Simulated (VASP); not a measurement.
Here is the system:

```
BeTe
1.0
    0.00000     2.59494     2.59494
    2.59494     0.00000     2.59494
    2.59494     2.59494     0.00000
Be Te
1 1
Direct
  0.00000   0.00000   0.00000
  0.25000   0.25000   0.25000
```

Method: LDA (Ceperley-Alder, Perdew-Zunger), VASP's LDA PAW potentials (set 64) (plane waves; VASP). Run with 500 eV cut-off, 9×9×9 Γ-centred mesh, Gaussian smearing of 0.050 eV, potentials Be Te.

**Question.** Estimate the energy per atom (σ→0), pressure.

**Answer.** 
```json
{
 "energy per atom (σ→0)": "-4.151 eV/atom",
 "pressure": "20.02 GPa"
}
```

The compound is BeTe in the zinc blende structure. It was relaxed first under an external pressure of 20 GPa.
